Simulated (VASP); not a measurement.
# Be3Te2Se (Cmc2_1) in VASP: a series of runs

The runs below take Be3Te2Se through single point, relaxation of cell and atoms, with r2SCAN, PBE.

Program: VASP 6.6.1. These are calculated values, not measurements. Logs are shortened: lines on timing, memory, paths and dates and some standing lists are left out, and cuts for length are marked.

## (1) The crystal as given

The structure is orthorhombic, space group Cmc2_1 (No. 36). The conventional cell has a = 11.649 Å, b = 6.717 Å, c = 6.400 Å, α = 90.00°, β = 90.00°, γ = 90.00°. Be (site symmetry 1) has 1 Se at 2.25 Å and 3 Te at 2.45 Å as nearest neighbours. Be (site symmetry m) is surrounded by 2 Se at 2.26 to 2.29 Å and 2 Te at 2.45 Å. Around Te (site symmetry 1) lie 4 Be at 2.45 Å. Se (site symmetry m) has 4 Be at 2.25 to 2.29 Å as nearest neighbours.

The cell was built by a generator and needn't be a form met in nature.

## (2) Single point, r2SCAN

Input file INCAR:

```
PREC = Accurate ; ENCUT = 520
EDIFF = 1E-6 ; ISMEAR = 0
SIGMA = 0.03 ; LREAL = False
LASPH = True ; NELM = 150
ALGO = Normal ; ISIF = 2
LWAVE = False ; LCHARG = False
METAGGA = R2SCAN ; LMIXTAU = True
KPAR = 8
```

Input file KPOINTS:

```
Automatic mesh
0
Gamma
  4 4 4
```

Input file POSCAR:

```
Be3Te2Se                                
1.0
    5.8242922713     -3.3584475133      0.0000000000
    5.8242922713      3.3584475133      0.0000000000
    0.0000000000      0.0000000000      6.3998897258
  Be              Te              Se            
     6     4     2
Direct
     0.1656072476258792    0.5213611305628557    0.1135228206250925
     0.4786388694371443    0.8343927523741208    0.1135228206250925
     0.8517989461920488    0.1482010538079513    0.1393765608081053
     0.8343927523741208    0.4786388694371443    0.6135228206250924
     0.5213611305628557    0.1656072476258792    0.6135228206250924
     0.1482010538079513    0.8517989461920488    0.6393765608081053
     0.8327535483829813    0.4955654995937486    0.9957217984000386
     0.5044345004062513    0.1672464516170187    0.9957217984000386
     0.4955654995937486    0.8327535483829813    0.4957217984000385
     0.1672464516170187    0.5044345004062513    0.4957217984000385
     0.1599048061201700    0.8400951938798300    0.9972904511416188
     0.8400951938798300    0.1599048061201700    0.4972904511416187
```

Potentials or basis: VASP PAW PBE potentials, release 64 (Be, Te, Se).

Launch:

```
$ cat potpaw_PBE.64/Be/POTCAR potpaw_PBE.64/Te/POTCAR potpaw_PBE.64/Se/POTCAR > POTCAR
$ mpirun -np 8 vasp_std > vasp.out
```

OUTCAR:

```text
PREC = Accurate
   ENCUT = 520
   EDIFF = 1E-6
   ISMEAR = 0
   LREAL = False
   LASPH = True
   NELM = 150
   ISIF = 2
   METAGGA = R2SCAN

 ion  position               nearest neighbor table
   1  0.166  0.521  0.114-  11 2.25   8 2.45  10 2.45   7 2.45
   2  0.479  0.834  0.114-  11 2.25   7 2.45   9 2.45   8 2.45
   3  0.852  0.148  0.139-  11 2.26  12 2.29   7 2.45   8 2.45
   4  0.834  0.479  0.614-  12 2.25   9 2.45   7 2.45  10 2.45
   5  0.521  0.166  0.614-  12 2.25  10 2.45   8 2.45   9 2.45
   6  0.148  0.852  0.639-  12 2.26  11 2.29   9 2.45  10 2.45
   7  0.833  0.496  0.996-   2 2.45   4 2.45   1 2.45   3 2.45
   8  0.504  0.167  0.996-   1 2.45   5 2.45   2 2.45   3 2.45
   9  0.496  0.833  0.496-   4 2.45   2 2.45   5 2.45   6 2.45
  10  0.167  0.504  0.496-   5 2.45   1 2.45   4 2.45   6 2.45
  11  0.160  0.840  0.997-   1 2.25   2 2.25   3 2.26   6 2.29
  12  0.840  0.160  0.497-   4 2.25   5 2.25   6 2.26   3 2.29

  LATTYP: Found a base centered orthorhombic cell.
 ALAT       =     6.7168950266
 B/A-ratio  =     1.7342216153
 C/A-ratio  =     0.9528047856

  Lattice vectors:

 A1 = (  -5.8242922713,  -3.3584475133,   0.0000000000)
 A2 = (   5.8242922713,  -3.3584475133,   0.0000000000)
 A3 = (   0.0000000000,   0.0000000000,   6.3998897258)

Analysis of symmetry for initial positions (statically):
=====================================================================
 Subroutine PRICEL returns:
 Original cell was already a primitive cell.

 Routine SETGRP: Setting up the symmetry group for a
 base centered orthorhombic supercell.

 Subroutine GETGRP returns: Found  4 space group operations
 (whereof  2 operations were pure point group operations)
 out of a pool of  8 trial point group operations.

The static configuration has the point symmetry C_1h.
 The point group associated with its full space group is C_2v.

Analysis of symmetry for dynamics (positions and initial velocities):
=====================================================================
 Subroutine PRICEL returns:
 Original cell was already a primitive cell.

 Routine SETGRP: Setting up the symmetry group for a
 base centered orthorhombic supercell.

 Subroutine GETGRP returns: Found  4 space group operations
[... 127 lines left out ...]
   ISYM   =      2    0-nonsym 1-usesym 2-fastsym
   POTIM  = 0.5000    time-step for ionic-motion
   TEBEG  =    0.0;   TEEND  =   0.0 temperature during run
   PSTRESS=    0.0 pullay stress
   NELECT =      48.0000    total number of electrons
   NUPDOWN=      -1.0000    fix difference up-down
   EMIN   =  10.00;   EMAX   =-10.00  energy-range for DOS
   EFERMI =   0.00;   METHOD = LEGACY
   ISMEAR =     0;   SIGMA  =   0.03  broadening in eV -4-tet -1-fermi 0-gaus
   EFERMI_NEDOS =   21; number of points for ismear=-14 and -15
   IALGO  =     38    algorithm
   IMIX   =      4    mixing-type and parameters
     AMIX     =   0.40;   BMIX     =  1.00
     AMIX_MAG =   1.60;   BMIX_MAG =  1.00
  volume/ion in A,a.u.               =      20.86       140.80
  Fermi-wavevector in a.u.,A,eV,Ry     =   0.943975  1.783854 12.124000  0.891089
  Thomas-Fermi vector in A             =   2.071735
   LORBIT       =      0    0 simple, 1 ext, 2 COOP (PROOUT), +10 PAW based schemes
   METAGGA = R2SCAN    functional components
   LHFCALC =     F    Hartree Fock is set to
   AEXX    =    0.0000 exact exchange contribution
   IVDW    =     0    specifies the selected vdW correction
   LEPSILON=     F    determine dielectric tensor
   LRPA    =     F    only Hartree local field effects (RPA)
 non-spin polarized calculation
 Gauss-broadening in eV      SIGMA  =   0.03
  energy-cutoff  :      520.00
  volume of cell :      250.37
 maximum number of plane-waves:      6779
 NGX is ok and might be reduce to    50
   NGX = 25   NGY = 25   NGZ = 23

 number of electron      47.9999999 magnetization

 Free energy of the ion-electron system (eV)
  ---------------------------------------------------
  ext. energy  EPLUGINS =         0.00000000
  ---------------------------------------------------
  free energy    TOTEN  =      -163.46470645 eV

  energy without entropy =     -163.46470645  energy(sigma->0) =     -163.46470645

 E-fermi :   4.5103     XC(G=0):  -9.5236

 val. band max:        4.3684968540   @ k =   0.0000   0.0000   0.0000
 cond. band min:       7.2475482788   @ k =   0.5000   0.5000   0.0000
 fundamental gap:      2.8790514249
 Fermi energy:         4.5102695684

 k-point     1 :       0.0000    0.0000    0.0000
  band No.  band energies     occupation
      1      -9.5490      2.00000
      2      -8.9509      2.00000
      3      -7.4430      2.00000
      4      -6.6399      2.00000
      5      -6.2983      2.00000
      6      -6.2890      2.00000
[... 703 lines left out ...]
     30       8.7240      0.00000
     31       9.2028      0.00000

------------------------ aborting loop because EDIFF is reached ----------------------------------------

  FORCE on cell =-STRESS in cart. coord.  units (eV):
  Direction    XX          YY          ZZ          XY          YZ          ZX
  --------------------------------------------------------------------------------------
  -------------------------------------------------------------------------------------
  Total       -0.4017789     -0.4330594     -0.2615589      0.0000000      0.0000000      0.0000000
  in kB       -2.5710676     -2.7712383     -1.6737700      0.0000000      0.0000000      0.0000000
  external PRESSURE =      -2.3386920 kB  Pullay stress =       0.0000000 kB

 VOLUME and BASIS-vectors are now :
 -----------------------------------------------------------------------------
  energy-cutoff  :      520.00
  volume of cell :      250.37
      direct lattice vectors                 reciprocal lattice vectors
     5.824292271 -3.358447513  0.000000000     0.085847340 -0.148878313  0.000000000
     5.824292271  3.358447513  0.000000000     0.085847340  0.148878313  0.000000000
     0.000000000  0.000000000  6.399889726     0.000000000  0.000000000  0.156252692

 POSITION                                       TOTAL-FORCE (eV/Angst)
 -----------------------------------------------------------------------------------
      4.00110      1.19478      0.72653         0.013838      0.009555      0.003716
      7.64748      1.19478      0.72653        -0.013838      0.009555      0.003716
      5.82429     -2.36300      0.89199         0.000000     -0.017544      0.007830
      7.64748     -1.19478      3.92648        -0.013838     -0.009555      0.003716
      4.00110     -1.19478      3.92648         0.013838     -0.009555      0.003716
      5.82429      2.36300      4.09194         0.000000      0.017544      0.007830
      7.73652     -1.13243      6.37251        -0.004726     -0.006967     -0.007229
      3.91207     -1.13243      6.37251         0.004726     -0.006967     -0.007229
      7.73652      1.13243      3.17256        -0.004726      0.006967     -0.007229
      3.91207      1.13243      3.17256         0.004726      0.006967     -0.007229
      5.82429      2.28438      6.38255         0.000000     -0.000583     -0.000804
      5.82429     -2.28438      3.18260         0.000000      0.000583     -0.000804
 -----------------------------------------------------------------------------------
    total drift:                                0.000000      0.000000     -0.001408

  FREE ENERGIE OF THE ION-ELECTRON SYSTEM (eV)
  ---------------------------------------------------
  free  energy   TOTEN  =      -163.4647064522 eV

  energy  without entropy=     -163.4647064522  energy(sigma->0) =     -163.46470645
```

Wall time 1.8 min (8 MPI ranks of Intel Xeon Platinum 8559C (Emerald Rapids), shared host); peak memory 0.48 GiB.

Results:

```yaml
Free_energy: -163.4647 eV
Pressure: -0.2 GPa
Largest_force: 0.019 eV/Å
Band_gap_on_the_k_mesh: 2.88 eV, indirect (least direct gap 2.95 eV)
```

Forces on the atoms (eV/Å):
```
Be   0.014  0.010  0.004
Be  -0.014  0.010  0.004
Be   0.000 -0.018  0.008
Be  -0.014 -0.010  0.004
Be   0.014 -0.010  0.004
Be   0.000  0.018  0.008
Te  -0.005 -0.007 -0.007
Te   0.005 -0.007 -0.007
Te  -0.005  0.007 -0.007
Te   0.005  0.007 -0.007
Se   0.000 -0.001 -0.001
Se   0.000  0.001 -0.001
```

Stress tensor (GPa, compression positive):
```
-0.26  0.00  0.00
 0.00 -0.28  0.00
 0.00  0.00 -0.17
```

Caveat: the PAW data sets were made with another functional, which shifts forces and pressure a little; spin-orbit coupling is left out, which moves the levels of the heavy elements. r2SCAN opens gaps a little over a GGA but as a rule still falls short of measured ones.

## (3) Relaxation of cell and atoms, PBE

This run uses another cell than the first one, of 21.13 Å³/atom, 1.013 times its volume.

Input file INCAR:

```
SYSTEM = Be3Te2Se
  ALGO = Normal
  EDIFF = 1E-6
  EDIFFG = -0.01
  ENCUT = 520
  GGA = PE
  IBRION = 2
  ISIF = 3
  ISMEAR = 0
  KPAR = 8
  LASPH = .TRUE.
  LCHARG = .FALSE.
  LREAL = .FALSE.
  LWAVE = .FALSE.
  NELM = 120
  NSW = 90
  PREC = Accurate
  SIGMA = 0.03
```

Input file KPOINTS:

```
k-points
0
G
  8 8 2
  0 0 0
```

Input file POSCAR:

```
Be3Te2Se
1.0
    3.9030829500      0.0000000000      0.0000000000
   -1.9515414700      3.3801689900      0.0000000000
    0.0000000000      0.0000000000     19.2150000000
Be Te Se
6 4 2
Direct
    0.3333333300      0.6666666700      0.1177725700
    0.3333333300      0.6666666700      0.7916211300
    0.6666666700      0.3333333300      0.9651834500
    0.6666666700      0.3333333300      0.6177725700
    0.3333333300      0.6666666700      0.4651834500
    0.6666666700      0.3333333300      0.2916211300
    0.3333333300      0.6666666700      0.6635961500
    0.6666666700      0.3333333300      0.8363257900
    0.3333333300      0.6666666700      0.3363257900
    0.6666666700      0.3333333300      0.1635961500
    0.3333333300      0.6666666700      0.0003643000
    0.6666666700      0.3333333300      0.5003643000
```

Potentials or basis: VASP PAW PBE potentials, release 64 (Be, Te, Se).

Launch:

```
$ cat potpaw_PBE.64/Be/POTCAR potpaw_PBE.64/Te/POTCAR potpaw_PBE.64/Se/POTCAR > POTCAR
$ mpirun -np 8 vasp_std > vasp.out
```

Wall time 94 s (8 MPI ranks of Intel Xeon Platinum 8559C (Emerald Rapids), shared host); peak memory 0.49 GiB.

The run converged. Its results:

```yaml
Free_energy: -47.7039 eV
Relaxed_volume: 20.98 Å³/atom
Relaxed_cell: a = 3.889 Å, b = 3.889 Å, c = 19.223 Å, α = 90.00°, β = 90.00°, γ = 120.00°
Space_group_after_relaxing_to_0.05_Å: P6_3mc (No. 186)
Energy_gained_by_relaxing: 0.3 meV/atom
Ionic_steps: 5
Pressure_after_relaxing: 0.0 GPa
Largest_force_after_relaxing: 0.009 eV/Å
Band_gap_on_the_k_mesh: 2.04 eV, indirect (least direct gap 2.08 eV)
```

Forces on the atoms (eV/Å):
```
Be   0.000  0.000 -0.007
Be   0.000  0.000  0.008
Be   0.000  0.000 -0.001
Be   0.000  0.000 -0.007
Be   0.000  0.000 -0.001
Be   0.000  0.000  0.008
Te   0.000  0.000 -0.008
Te   0.000  0.000 -0.001
Te   0.000  0.000 -0.001
Te   0.000  0.000 -0.008
Se   0.000  0.000  0.009
Se   0.000  0.000  0.009
```

The path:
| step | energy change (eV) | largest force (eV/Å) | pressure (GPa) | volume (Å³) |
| --- | --- | --- | --- | --- |
| 1 | 0.0000 | 0.0598 | -0.40 | 253.51 |
| 2 | -0.0034 | 0.0381 | 0.05 | 251.56 |
| 3 | -0.0034 | 0.0371 | 0.07 | 251.47 |
| 4 | -0.0039 | 0.0172 | 0.03 | 251.61 |
| 5 | -0.0040 | 0.0088 | -0.01 | 251.75 |

Final structure:
```
Be Te Se
1.0
     3.88875    0.00000    0.00000
    -1.94437    3.36776    0.00000
     0.00000    0.00000   19.22259
Be Te Se
6 4 2
Direct
  0.33333 0.66667 0.11753
  0.33333 0.66667 0.79132
  0.66667 0.33333 0.96508
  0.66667 0.33333 0.61753
  0.33333 0.66667 0.46508
  0.66667 0.33333 0.29132
  0.33333 0.66667 0.66389
  0.66667 0.33333 0.83669
  0.33333 0.66667 0.33669
  0.66667 0.33333 0.16389
  0.33333 0.66667 0.00036
  0.66667 0.33333 0.50036
```

Levels at points of the mesh, in eV from the valence-band top:
```tsv
k point	band 20	band 21	band 22	band 23	band 24	band 25	band 26	band 27	band 28	band 29
(0.00, 0.00, 0.00)	-0.54	-0.16	-0.16	0.00	0.00	2.08	2.34	3.39	3.51	3.51
(0.50, 0.00, 0.00)	-2.28	-1.99	-1.87	-1.60	-1.31	2.04	2.35	2.45	2.59	2.65
(0.00, 0.00, 0.50)	-0.69	-0.07	-0.07	-0.07	-0.07	2.25	2.25	3.43	3.43	3.62
(0.50, 0.00, 0.50)	-2.17	-2.16	-2.16	-1.43	-1.43	2.20	2.20	2.56	2.56	3.10
```

Caveat: spin-orbit coupling is left out, which moves the levels of the heavy elements. A k mesh can miss the band edges.
